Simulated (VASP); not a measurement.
Level of theory: r2SCAN meta-GGA, VASP's PBE PAW potentials (set 64) (plane waves; VASP).

A VASP calculation is set up with these files.

INCAR:
```
SYSTEM = Na(110) slab
PREC = Normal; ENCUT = 400; LREAL = .False.
LASPH = .True.
EDIFF = 1E-6; NELM = 100; NELMIN = 4
ALGO = Normal; LMIXTAU = .True.
ISMEAR = 1; SIGMA = 0.1
METAGGA = R2SCAN
LWAVE = .False.; LCHARG = .False.; LORBIT = 11
LVHAR = .True.
DIPOL = 0.5 0.5 0.5
LDIPOL = .True.; IDIPOL = 3
```

### POSCAR
```
Na(110) slab
1
    3.6690083103     0.0000000000     0.0000000000
   -1.2230027701     3.4591739826     0.0000000000
    0.0000000000     0.0000000000    23.9048262901
Na
3
Direct
  0.5000000000   0.5000000000   0.3737546869
  1.0000000000   0.0000000000   0.5000000000
  0.5000000000   0.5000000000   0.6262453131
```

KPOINTS:
```
Automatic mesh
0
Gamma
8 8 1
0 0 0
```

POTCAR, in this order: Na_pv (PBE.64 set). Program: vasp_std. Read from the step before: WAVECAR.

**Question.** What does the run give for the energy per atom (σ→0), band gap (on the k-mesh)?

**Answer.** 
The energy per atom (σ→0) is -3.429 eV/atom and the band gap (on the k-mesh) is none (metal, semimetal or under 0.01 eV).

### OSZICAR
```
       N       E                     dE             d eps       ncg     rms          rms(c)
DAV:   1    -0.102882456048E+02   -0.10288E+02   -0.10686E-04   588   0.678E-02    0.362E-03
DAV:   2    -0.102882462041E+02   -0.59936E-06   -0.20485E-05   468   0.190E-02    0.111E-03
DAV:   3    -0.102882455024E+02    0.70169E-06   -0.38882E-06   426   0.961E-03    0.409E-04
DAV:   4    -0.102882462135E+02   -0.71105E-06   -0.13293E-06   420   0.113E-02
   1 F= -.10288246E+02 E0= -.10287914E+02  d E =-.996761E-03
```

The cell is a thin slab with vacuum, built from Na (bcc): (110) face.
